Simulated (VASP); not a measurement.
These are PBE GGA with D3 dispersion (zero damping), VASP's PBE PAW potentials (set 64) (plane waves; VASP 6.6.1) values and carry that method's errors.

A VASP calculation is set up with these files.

**INCAR**
```
SYSTEM=HfB2
PREC=Accurate; ENCUT=520; LREAL=.FALSE.
LASPH=.TRUE.
EDIFF=1E-7; NELM=100; ALGO=Normal
LMAXMIX=6
ISMEAR=1; SIGMA=0.1
GGA=PE; IVDW=11
IBRION=2; NSW=30; ISIF=4
EDIFFG=-0.01
LWAVE=.FALSE.; LCHARG=.FALSE.
```

### KPOINTS
```
Automatic mesh
0
Gamma
11 11 9
0 0 0
```

### POSCAR
```
HfB2
1
    1.5930864046    -2.7593068269     0.0000000000
    1.5930864046     2.7593068269     0.0000000000
    0.0000000000     0.0000000000     3.5420442134
Hf B
1 2
Direct
  1.0000000000   0.0000000000   0.0000000000
  0.3333330000   0.6666670000   0.5000000000
  0.6666670000   0.3333330000   0.5000000000
```

POTCAR, in this order: Hf_pv B (PBE.64 set). Program: vasp_std.

Q: What will the output report for the number of irreducible k-points (NKPTS), largest plane-wave count, number of space-group operations, FFT grid (NGX, NGY, NGZ)?

A: 
| Item | Result |
|---|---|
| number of irreducible k-points (NKPTS) | 80 |
| largest plane-wave count | 854 |
| number of space-group operations | 24 |
| FFT grid (NGX, NGY, NGZ) | 24 × 24 × 28 |

The compound is HfB2 in the AlB2 type structure. This cell is one point of a volume scan, at 1.06 of the reference volume. Symmetry was kept, so distortions that lower it aren't found.
